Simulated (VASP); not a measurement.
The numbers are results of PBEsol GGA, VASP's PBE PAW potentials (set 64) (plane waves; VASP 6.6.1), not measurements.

A VASP calculation is set up with these files.

POSCAR:
```
W(110) slab
1
    2.7342246652     0.0000000000     0.0000000000
   -0.9114078887     2.5778518005     0.0000000000
    0.0000000000     0.0000000000    26.1491875659
W
5
Direct
  0.5000000000   0.5000000000   0.3322730750
  1.0000000000   0.0000000000   0.4145870565
  0.5000000000   0.5000000000   0.5000000000
  0.0000000000   0.0000000000   0.5854129435
  0.5000000000   0.5000000000   0.6677269250
```

KPOINTS:
```
Automatic
0
Gamma
 11 11 1
0 0 0
```

**INCAR**
```
SYSTEM  =  W(110) slab
PREC  =  Normal; ENCUT  =  400; LREAL  =  .False.
LASPH  =  .True.
EDIFF  =  1E-6; NELM  =  100; NELMIN  =  4
ALGO  =  Normal; LMAXMIX  =  6
ISMEAR  =  1; SIGMA  =  0.1
GGA  =  PS
LWAVE  =  .False.; LCHARG  =  .False.; LORBIT  =  11
LVHAR  =  .True.
DIPOL  =  0.5 0.5 0.5
LDIPOL  =  .True.; IDIPOL  =  3
```

POTCAR, in this order: W_sv (PBE.64 set). Program: vasp_std. Read from the step before: WAVECAR.

Unless said otherwise, spin-orbit coupling is left out, though it shifts the bands of the heavy elements here.

### Question
Predict the energy per atom (σ→0), band gap (on the k-mesh).

### Answer

```
Item                                                        Result
------------------------  ----------------------------------------
energy per atom (σ→0)                              -13.171 eV/atom
band gap (on the k-mesh)  none (metal, semimetal or under 0.01 eV)
```

### OSZICAR
```
       N       E                     dE             d eps       ncg     rms          rms(c)
DAV:   1    -0.658533716078E+02   -0.65853E+02   -0.77533E-05  4070   0.696E-02    0.153E-02
DAV:   2    -0.658534213720E+02   -0.49764E-04   -0.60622E-04  4110   0.195E-01    0.347E-02
DAV:   3    -0.658533571210E+02    0.64251E-04   -0.30541E-04  4122   0.143E-01    0.679E-03
DAV:   4    -0.658533565964E+02    0.52457E-06   -0.72970E-06  3048   0.197E-02
   1 F= -.65853357E+02 E0= -.65853890E+02  d E =0.160000E-02
```

The cell is a thin slab with vacuum, built from W (bcc): (110) face.
